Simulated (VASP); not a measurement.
# Be2Sn (Fm-3m): band edges, masses and strain

Wanted: where the band edges of Be2Sn lie, how heavy the carriers are and how strain moves the gap. The cell is generated by rule, not measured, and may not be a known phase.

Calculated with VASP 6.6.1; PBEsol; plane waves and PAW (Sn_d, Be), in the first sound run; inputs show where later runs differ.

The structure was built from a prototype and need not be the compound's stable phase.

## (1) The structure

The structure is cubic, space group Fm-3m (No. 225). The conventional cell has a = 5.661 Å, b = 5.661 Å, c = 5.661 Å, α = 90.00°, β = 90.00°, γ = 90.00°. Nearest to Sn lie 8 Be at 2.45 Å. Nearest to Be lie 4 Sn at 2.45 Å. Farther neighbours are not listed.

## (2) Relaxation of the atoms

The cell is kept as given; the atoms are relaxed first, so that no residual force shifts the band edges.

File INCAR:

```
SYSTEM = Be2Sn
PREC = Accurate
ENCUT = 400
EDIFF = 1E-06
NELM = 100
ISMEAR = 0
SIGMA = 0.02
LREAL = .FALSE.
ALGO = Normal
GGA = PS
NBANDS = 15
LORBIT = 11
LWAVE = .FALSE.
LCHARG = .FALSE.
KPAR = 4
IBRION = 2
NSW = 40
ISIF = 2
EDIFFG = -0.005
```

File POSCAR:

```
Be2Sn
1.0
    0.0000000000      2.8306300000      2.8306300000
    2.8306300000      0.0000000000      2.8306300000
    2.8306300000      2.8306300000      0.0000000000
Sn Be
1 2
Direct
    0.0000000000      0.0000000000      0.0000000000
    0.2500000000      0.2500000000      0.2500000000
    0.7500000000      0.7500000000      0.7500000000
```

File KPOINTS:

```
Automatic mesh
0
Gamma
8 8 8
0 0 0
```

Potentials, in the order of the species: Sn_d and Be (PBE family, release 64).

On the command line:

```bash
$ mpirun -np 4 vasp_std
```

Log:

```text
[banner, memory and clock lines left out]
running    4 mpi-ranks, on    1 nodes
 distrk:  each k-point on    1 cores,    4 groups
 distr:  one band on    1 cores,    1 groups

 POSCAR found type information on POSCAR SnBe
 POSCAR found :  2 types and       3 ions
|                                                                             |
|               ----> ADVICE to this user running VASP <----                  |
|                                                                             |
|     You enforced a specific xc type in the INCAR file but a different       |
|     [... a line on the potential file left out ...]
|     I HOPE YOU KNOW WHAT YOU ARE DOING!                                     |
|                                                                             |

 LDA part: xc-table for (Slater+PW92), standard interpolation
 POSCAR, INCAR and KPOINTS ok, starting setup
 FFT: planning ... GRIDC
 FFT: planning ... GRID_SOFT
 FFT: planning ... GRID
 WAVECAR not read
 entering main loop
       N       E                     dE             d eps       ncg     rms          rms(c)
DAV:   1     0.925335003674E+02    0.92534E+02   -0.76809E+03   870   0.129E+03
DAV:   2    -0.384571299248E+01   -0.96379E+02   -0.93921E+02   961   0.318E+02
DAV:   3    -0.106708073617E+02   -0.68251E+01   -0.68046E+01  1157   0.792E+01
DAV:   4    -0.108190473492E+02   -0.14824E+00   -0.14822E+00  1017   0.133E+01
DAV:   5    -0.108244163569E+02   -0.53690E-02   -0.53688E-02  1199   0.235E+00    0.401E+00
DAV:   6    -0.107244843118E+02    0.99932E-01   -0.68972E-02  1094   0.437E+00    0.219E+00
DAV:   7    -0.106827862546E+02    0.41698E-01   -0.44407E-02  1367   0.315E+00    0.222E-01
DAV:   8    -0.106815565453E+02    0.12297E-02   -0.41415E-03  1066   0.853E-01    0.657E-02
DAV:   9    -0.106816523257E+02   -0.95780E-04   -0.13163E-04  1073   0.966E-02    0.186E-02
DAV:  10    -0.106816619655E+02   -0.96397E-05   -0.12790E-05  1105   0.279E-02    0.399E-03
DAV:  11    -0.106816625225E+02   -0.55700E-06   -0.11279E-06  1021   0.820E-03
   1 F= -.10681663E+02 E0= -.10681452E+02  d E =-.106817E+02
 curvature:   0.00 expect dE= 0.000E+00 dE for cont linesearch  0.000E+00
 trial: gam= 0.00000 g(F)=  0.605E-46 g(S)=  0.000E+00 ort = 0.000E+00 (trialstep = 0.100E+01)
 search vector abs. value=  0.100E-09
 reached required accuracy - stopping structural energy minimisation
```

The job ended after 2.8 s (4 MPI ranks of AMD EPYC 9R45, shared host; peak memory 0.51 GiB; 9.1 s of CPU time).

The logs omit lines about the potential files and the build; timing stands in the text.

From OUTCAR (step 2):

```text
ion  position               nearest neighbor table
   1  0.000  0.000  0.000-   3 2.45   3 2.45   3 2.45   2 2.45   3 2.45   2 2.45   2 2.45   2 2.45

  LATTYP: Found a face centered cubic cell.
 ALAT       =     5.6612600000

 Subroutine GETGRP returns: Found 48 space group operations
 (whereof 48 operations were pure point group operations)

The static configuration has the point symmetry O_h .

 Found     29 irreducible k-points:

   k-points           NKPTS =     29   k-points in BZ     NKDIM =     29   number of bands    NBANDS=     15

   dimension x,y,z NGX =    28 NGY =   28 NGZ =   28
   dimension x,y,z NGXF=    56 NGYF=   56 NGZF=   56

   ENCUT  =  400.0 eV  29.40 Ry    5.42 a.u.   6.53  6.53  6.53*2*pi/ulx,y,z

   NELECT =      18.0000    total number of electrons

 k-points in reciprocal lattice and weights: Automatic mesh
   0.00000000  0.00000000  0.00000000       0.002
   0.12500000  0.00000000  0.00000000       0.016
   0.25000000  0.00000000  0.00000000       0.016
   0.37500000  0.00000000  0.00000000       0.016
   0.50000000  0.00000000  0.00000000       0.008
   0.12500000  0.12500000  0.00000000       0.012
   0.25000000  0.12500000  0.00000000       0.047
   0.37500000  0.12500000  0.00000000       0.047
   0.50000000  0.12500000  0.00000000       0.047
[...]
-0.37500000  0.50000000  0.12500000       0.023
  -0.25000000  0.50000000  0.25000000       0.012

 average (electrostatic) potential at core
       1 -99.3481       2 -33.6442       3 -33.6442

 E-fermi :   7.6389

 k-point     1 :       0.0000    0.0000    0.0000
  band No.  band energies     occupation
    ...
      2     -14.0718      2.00000
      3     -14.0718      2.00000
      4     -13.9600      2.00000
      5     -13.9600      2.00000
      6      -4.1866      2.00000
      7       8.3695      0.00000
      8       8.3695      0.00000
      9       8.3695      0.00000
     10       8.6734      0.00000
     11       8.6734      0.00000
    ...

 k-point     2 :       0.1250    0.0000    0.0000
  band No.  band energies     occupation
    ...
      5     -13.9599      2.00000
      6      -3.9956      2.00000
      7       6.0722      2.00000
      8       7.5385      2.00000
      9       7.5385      2.00000
     10       9.4695      0.00000
     11       9.4695      0.00000
     12       9.7803      0.00000
     13      12.1287      0.00000
     14      12.7999      0.00000
    ...

 k-point     3 :       0.2500    0.0000    0.0000
  band No.  band energies     occupation
    ...
      5     -13.9588      2.00000
      6      -3.4327      2.00000
      7       3.6013      2.00000
      8       6.8158      2.00000
      9       6.8158      2.00000
     10       9.6339      0.00000
     11       9.6339      0.00000
     12       9.8876      0.00000
     13      12.1069      0.00000
     14      13.4228      0.00000
    ...

  Total        1.2454856      1.2454856      1.2454856      0.0000000      0.0000000     -0.0000000
  in kB       43.9916212     43.9916212     43.9916212      0.0000000      0.0000000     -0.0000000
  external PRESSURE =      43.9916212 kB  Pullay stress =       0.0000000 kB

  energy-cutoff  :      400.00
  volume of cell :       45.36
      direct lattice vectors                 reciprocal lattice vectors
     0.000000000  2.830630000  2.830630000    -0.176639123  0.176639123  0.176639123
     2.830630000  0.000000000  2.830630000     0.176639123 -0.176639123  0.176639123
     2.830630000  2.830630000  0.000000000     0.176639123  0.176639123 -0.176639123

 POSITION                                       TOTAL-FORCE (eV/Angst)
 -----------------------------------------------------------------------------------
      0.00000      0.00000      0.00000        -0.000000      0.000000     -0.000000
      1.41532      1.41532      1.41532         0.000000      0.000000      0.000000
      4.24595      4.24595      4.24595        -0.000000     -0.000000     -0.000000
 -----------------------------------------------------------------------------------
    total drift:                               -0.000000     -0.000000      0.000000

  FREE ENERGIE OF THE ION-ELECTRON SYSTEM (eV)
  ---------------------------------------------------
  free  energy   TOTEN  =       -10.6816625225 eV

  energy  without entropy=      -10.6812412022  energy(sigma->0) =      -10.68145186

 reached required accuracy - stopping structural energy minimisation

 total charge
# of ion       s       p       d       tot
------------------------------------------
    1        1.098   1.665   9.980  12.742
    2        0.369   0.563   0.000   0.932
    3        0.369   0.563   0.000   0.932
--------------------------------------------------
tot          1.836   2.790   9.980  14.606

[... 3 further parts left out ...]
```

The PAW data sets were made with PBE, which is usual practice but a small mismatch for other functionals. The run keeps the 48 symmetry operations of its start, so it cannot find a distortion of lower symmetry.

The forces vanish from the start, and no atom moves.

Numbers from this step:

- SCF cycles: 11
- electrons: 18
- bands: 15
- irreducible k-points: 29
- symmetry operations: 48
- free energy (TOTEN): -10.68 eV
- energy at zero smearing: -10.68 eV
- Fermi energy: 7.639 eV
- pressure: 4.399 GPa
- metallic: yes

## (3) Bands on a dense mesh

A dense even mesh and a path are solved together, since either alone can miss a band edge.

Changes to INCAR since step 2:

```diff
@@ -10,3 +10,3 @@
 GGA = PS
-NBANDS = 15
+NBANDS = 22
 LORBIT = 11
@@ -15,5 +15,2 @@
 KPAR = 4
-IBRION = 2
-NSW = 40
 ISIF = 2
-EDIFFG = -0.005
```

POSCAR is that of step 2.

File KPOINTS:

```
Automatic mesh
0
Gamma
12 12 12
0 0 0
```

File KPOINTS_OPT:

```
Line mode
24
Line-mode
Reciprocal
  0.00000000   0.00000000   0.00000000 GAMMA
  0.50000000   0.00000000   0.50000000 X

  0.50000000   0.00000000   0.50000000 X
  0.50000000   0.25000000   0.75000000 W

  0.50000000   0.25000000   0.75000000 W
  0.37500000   0.37500000   0.75000000 K

  0.37500000   0.37500000   0.75000000 K
  0.00000000   0.00000000   0.00000000 GAMMA

  0.00000000   0.00000000   0.00000000 GAMMA
  0.50000000   0.50000000   0.50000000 L

  0.50000000   0.50000000   0.50000000 L
  0.62500000   0.25000000   0.62500000 U

  0.62500000   0.25000000   0.62500000 U
  0.50000000   0.25000000   0.75000000 W

  0.50000000   0.25000000   0.75000000 W
  0.50000000   0.50000000   0.50000000 L

  0.50000000   0.50000000   0.50000000 L
  0.37500000   0.37500000   0.75000000 K

  0.62500000   0.25000000   0.62500000 U
  0.50000000   0.00000000   0.50000000 X
```

On the command line:

```bash
$ mpirun -np 4 vasp_std
```

Log:

```text
[banner, memory and clock lines left out]
running    4 mpi-ranks, on    1 nodes
 distrk:  each k-point on    1 cores,    4 groups
 distr:  one band on    1 cores,    1 groups

 POSCAR found type information on POSCAR SnBe
 POSCAR found :  2 types and       3 ions
 [... a notice as in an earlier step ...]

 LDA part: xc-table for (Slater+PW92), standard interpolation
 POSCAR, INCAR and KPOINTS ok, starting setup
 FFT: planning ... GRIDC
 FFT: planning ... GRID_SOFT
 FFT: planning ... GRID
 WAVECAR not read
 entering main loop
       N       E                     dE             d eps       ncg     rms          rms(c)
DAV:   1     0.116881861965E+03    0.11688E+03   -0.66821E+03  3496   0.876E+02
DAV:   2     0.205698077029E+01   -0.11482E+03   -0.10799E+03  3414   0.296E+02
DAV:   3    -0.104846550924E+02   -0.12542E+02   -0.12422E+02  3910   0.721E+01
DAV:   4    -0.108180805665E+02   -0.33343E+00   -0.33328E+00  3654   0.127E+01
DAV:   5    -0.108261496899E+02   -0.80691E-02   -0.80689E-02  4082   0.202E+00    0.401E+00
DAV:   6    -0.107258637460E+02    0.10029E+00   -0.53342E-02  4338   0.303E+00    0.220E+00
DAV:   7    -0.106842436649E+02    0.41620E-01   -0.33956E-02  4824   0.213E+00    0.220E-01
DAV:   8    -0.106829957876E+02    0.12479E-02   -0.35897E-03  4142   0.600E-01    0.775E-02
DAV:   9    -0.106831011600E+02   -0.10537E-03   -0.17077E-04  3636   0.740E-02    0.100E-02
DAV:  10    -0.106831082367E+02   -0.70767E-05   -0.67964E-06  3782   0.161E-02    0.517E-03
DAV:  11    -0.106831089751E+02   -0.73843E-06   -0.96420E-07  3422   0.429E-03
   1 F= -.10683109E+02 E0= -.10683079E+02  d E =-.602271E-04
 Start KPOINTS_OPT (optional k-point list driver)
k-point batch [1-72\240]
       N       E                     dE             ncg
DAV:   1     0.286110253154E+03   -0.34254E+05     3456
DAV:   2    -0.790285657267E+04   -0.81890E+04     3324
DAV:   3    -0.878958174397E+04   -0.88673E+03     3960
DAV:   4    -0.881245197408E+04   -0.22870E+02     3854
DAV:   5    -0.881300165257E+04   -0.54968E+00     4054
DAV:   6    -0.881301862412E+04   -0.16972E-01     4122
DAV:   7    -0.881301932597E+04   -0.70184E-03     4392
DAV:   8    -0.881301933625E+04   -0.10287E-04     3190
DAV:   9    -0.881301933684E+04   -0.58198E-06     2558
[...]
k-point batch [217-240\240]
       N       E                     dE             ncg
DAV:   1     0.255260780532E+05   -0.13863E+05     1178
DAV:   2     0.227621545183E+05   -0.27639E+04     1120
DAV:   3     0.224746530840E+05   -0.28750E+03     1346
DAV:   4     0.224675504778E+05   -0.71026E+01     1304
DAV:   5     0.224673776409E+05   -0.17284E+00     1276
DAV:   6     0.224673700892E+05   -0.75517E-02     1380
DAV:   7     0.224673697137E+05   -0.37555E-03     1478
DAV:   8     0.224673697074E+05   -0.62704E-05     1106
DAV:   9     0.224673697073E+05   -0.89392E-07      830
```

It took 20 s on 4 MPI ranks; peak memory 0.74 GiB.

OUTCAR, selected parts (step 3):

```text
The static configuration has the point symmetry O_h .

 Found     72 irreducible k-points:

   k-points           NKPTS =     72   k-points in BZ     NKDIM =     72   number of bands    NBANDS=     22

   NELECT =      18.0000    total number of electrons

 E-fermi :   7.6309

 k-point     1 :       0.0000    0.0000    0.0000
  band No.  band energies     occupation
    ...
      2     -14.0761      2.00000
      3     -14.0761      2.00000
      4     -13.9645      2.00000
      5     -13.9645      2.00000
      6      -4.1874      2.00000
      7       8.3704      0.00000
      8       8.3704      0.00000
      9       8.3704      0.00000
     10       8.6721      0.00000
     11       8.6721      0.00000
    ...

 k-point     2 :       0.0833    0.0000    0.0000
  band No.  band energies     occupation
    ...
      3     -14.0741      2.00000
      4     -13.9645      2.00000
      5     -13.9645      2.00000
      6      -4.1023      2.00000
      7       6.9250      2.00000
      8       7.8358      0.00000
      9       7.8358      0.00000
     10       9.2062      0.00000
     11       9.2062      0.00000
     12       9.5601      0.00000
    ...

  Total        1.2826131      1.2826131      1.2826131     -0.0000000     -0.0000000     -0.0000000
  in kB       45.3029974     45.3029974     45.3029974     -0.0000000     -0.0000000     -0.0000000
  external PRESSURE =      45.3029974 kB  Pullay stress =       0.0000000 kB

 POSITION                                       TOTAL-FORCE (eV/Angst)
 -----------------------------------------------------------------------------------
      0.00000      0.00000      0.00000        -0.000000     -0.000000      0.000000
      1.41532      1.41532      1.41532        -0.000000     -0.000000     -0.000000
      4.24595      4.24595      4.24595         0.000000      0.000000      0.000000
 -----------------------------------------------------------------------------------
    total drift:                               -0.000000     -0.000000      0.000000

  FREE ENERGIE OF THE ION-ELECTRON SYSTEM (eV)
  ---------------------------------------------------
  free  energy   TOTEN  =       -10.6831089751 eV

  energy  without entropy=      -10.6830487481  energy(sigma->0) =      -10.68307886

 total charge
# of ion       s       p       d       tot
------------------------------------------
    1        1.098   1.662   9.981  12.741
    2        0.372   0.560   0.000   0.933
    3        0.372   0.560   0.000   0.933
--------------------------------------------------
tot          1.843   2.783   9.981  14.607

[... 6 parts as in an earlier step ...]

[... 6 further parts left out ...]
```

Numbers from this step:

```yaml
bands: 22
irreducible_k_points: 72
fermi_energy: 7.631 eV
pressure: 4.530 GPa
```

The electronic bands at the labelled points (eV, zero at the Fermi level; # counts the bands kept, so #1 is VASP's band 6):

| point | #1 | #2 | #3 | #4 | #5 | #6 | #7 | #8 |
| --- | --- | --- | --- | --- | --- | --- | --- | --- |
| Γ | -11.82 | 0.74 | 0.74 | 0.74 | 1.04 | 1.04 | 1.04 | 4.15 |
| 0.52 of the way | -10.72 | -2.91 | -2.67 | -2.67 | 0.04 | 1.79 | 4.93 | 4.93 |
| X | -8.63 | -6.46 | -3.82 | -3.82 | -0.34 | 0.50 | 7.05 | 7.05 |
| 0.48 of the way | -8.56 | -6.24 | -4.44 | -4.28 | 0.64 | 1.66 | 5.50 | 7.16 |
| W | -8.48 | -5.51 | -5.51 | -4.72 | 2.88 | 2.88 | 4.36 | 4.71 |
| 0.48 of the way | -8.56 | -5.84 | -5.44 | -4.04 | 1.39 | 3.61 | 4.08 | 6.22 |
| K | -8.63 | -5.96 | -5.54 | -3.25 | 0.33 | 3.40 | 5.02 | 6.25 |
| 0.48 of the way | -10.60 | -4.18 | -3.56 | -0.79 | 1.88 | 1.93 | 4.10 | 4.71 |
| Γ | -11.82 | 0.74 | 0.74 | 0.74 | 1.04 | 1.04 | 1.04 | 4.15 |
| 0.48 of the way | -11.13 | -3.83 | -0.76 | -0.76 | 2.03 | 2.03 | 2.26 | 4.50 |
| L | -9.56 | -7.15 | -1.39 | -1.39 | 1.44 | 1.44 | 2.17 | 4.15 |
| 0.48 of the way | -9.27 | -6.80 | -3.42 | -2.27 | 0.97 | 2.86 | 3.96 | 5.55 |
| U | -8.63 | -5.96 | -5.54 | -3.25 | 0.33 | 3.40 | 5.02 | 6.25 |
| 0.52 of the way | -8.56 | -5.84 | -5.44 | -4.04 | 1.39 | 3.61 | 4.08 | 6.22 |
| W | -8.48 | -5.51 | -5.51 | -4.72 | 2.88 | 2.88 | 4.36 | 4.71 |
| 0.48 of the way | -9.11 | -6.60 | -3.91 | -2.98 | 1.91 | 2.14 | 4.98 | 6.04 |
| L | -9.56 | -7.15 | -1.39 | -1.39 | 1.44 | 1.44 | 2.17 | 4.15 |
| 0.48 of the way | -9.27 | -6.80 | -3.42 | -2.27 | 0.97 | 2.86 | 3.96 | 5.55 |
| K | -8.63 | -5.96 | -5.54 | -3.25 | 0.33 | 3.40 | 5.02 | 6.25 |
| jump to U | -8.63 | -5.96 | -5.54 | -3.25 | 0.33 | 3.40 | 5.02 | 6.25 |
| 0.48 of the way | -8.60 | -6.33 | -4.58 | -3.66 | 0.00 | 1.40 | 6.27 | 6.80 |
| X | -8.63 | -6.46 | -3.82 | -3.82 | -0.34 | 0.50 | 7.05 | 7.05 |

Of the projections kept (Sn, Be), the largest for each band there; the rest of the weight can lie on other orbitals:

| point | #1 | #2 | #3 | #4 | #5 | #6 | #7 | #8 |
| --- | --- | --- | --- | --- | --- | --- | --- | --- |
| Γ | Sn 0.68 | Be 0.76 | Be 0.76 | Be 0.76 | Sn 0.84 | Sn 0.84 | Sn 0.84 | Be 1.00 |
| X | Sn 0.82 | Be 0.53 | Sn 0.54 | Sn 0.54 | Be 0.77 | Sn 0.75 | Be 0.85 | Be 0.85 |
| W | Sn 0.84 | Be 0.52 | Be 0.52 | Sn 0.52 | Be 0.77 | Be 0.77 | Sn 0.51 | Sn 0.99 |
| K | Sn 0.82 | Be 0.52 | Sn 0.50 | Sn 0.55 | Be 0.68 | Sn 0.50 | Be 0.82 | Be 0.81 |
| Γ | Sn 0.68 | Be 0.76 | Be 0.76 | Be 0.76 | Sn 0.84 | Sn 0.84 | Sn 0.84 | Be 1.00 |
| L | Sn 0.77 | Be 0.52 | Sn 0.62 | Sn 0.62 | Be 0.74 | Be 0.74 | Be 0.55 | Be 0.99 |

At 4.5 GPa the cell is away from the equilibrium volume of this level: left free, it would expand.

(Part 1 of 3 ends here.)

[Lines on the potential files, build, host, timing and source positions are cut from VASP's logs without a mark.]

[Logs are printed without paths, hosts, clocks, repeated set-up lines and the standing remarks that a program may print on its own settings, such as how far it seeks lower states.]

[Hosts, paths, dates, database ids (printed as entryN), source tags and the programs' standing remarks are cut or masked in the printed files.]

[In band tables of VASP the shares of atoms and orbitals are scaled to a sum of 1 inside the atoms' spheres.]

[Gaps and slopes under strain along one axis are those of the sampled path and mesh points; where strain splits equal valleys, another of them can be the edge.]
